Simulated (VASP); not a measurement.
The input files of a VASP run:

**INCAR**
```
SYSTEM = BaHfO3
PREC = Accurate
ENCUT = 520
EDIFF = 1E-7
NELM = 100
ALGO = Normal
LREAL = .FALSE.
LASPH = .TRUE.
ISMEAR = 0
SIGMA = 0.05
METAGGA = R2SCAN
LUSE_VDW = .TRUE.
BPARAM = 11.95
CPARAM = 0.0093
LMIXTAU = .TRUE.
LMAXMIX = 6
LWAVE = .FALSE.
LCHARG = .FALSE.
ISIF = 2
```

File POSCAR:
```
BaHfO3
1
    4.1196590489     0.0000000000     0.0000000000
    0.0000000000     4.1196590489     0.0000000000
    0.0000000000     0.0000000000     4.1196590489
Ba Hf O
1 1 3
Direct
  0.0000000000   0.0000000000   0.0000000000
  0.5000000000   0.5000000000   0.5000000000
  0.5000000000   0.0000000000   0.5000000000
  0.0000000000   0.5000000000   0.5000000000
  0.5000000000   0.5000000000   0.0000000000
```

### KPOINTS
```
kpoints
0
G
  5 5 5
```

POTCAR, in this order: Ba_sv Hf_pv O (PBE.64 set). Program: vasp_std.

Q: Translate this r2SCAN+rVV10 calculation to Ansatz.

A: One equivalent input (not run):
Ansatz 0.2 input:
```yaml
crystal:
  lattice:
    - [4.1196590, 0.0000000, 0.0000000]
    - [0.0000000, 4.1196590, 0.0000000]
    - [0.0000000, 0.0000000, 4.1196590]
  atoms:
    - { symbol: Ba, position: [0.0000000, 0.0000000, 0.0000000] }
    - { symbol: Hf, position: [0.5000000, 0.5000000, 0.5000000] }
    - { symbol: O, position: [0.5000000, 0.0000000, 0.5000000] }
    - { symbol: O, position: [0.0000000, 0.5000000, 0.5000000] }
    - { symbol: O, position: [0.5000000, 0.5000000, 0.0000000] }
kpoints:
  mp_grid: { grid: [5, 5, 5] }
hamiltonian:
  xc: r2scan
  dispersion: rvv10
  pseudopotentials: { kind: paw }
scf:
  occupations: { method: gaussian, width: 0.05 }
  max_iter: 100
output: { forces: true, stress: true, eigenvalues: true }
```
Limits of the translation: each code has its own PAW files, so the cut-off isn't converted (ENCUT is set for VASP's; basis.ecutwfc is left out, and Ansatz then takes the one that its files recommend); Ansatz stops its SCF on the density residual and VASP on the energy change (EDIFF).

The compound is BaHfO3 in the cubic perovskite structure. This cell is one point of a volume scan, at 0.97 of the reference volume.
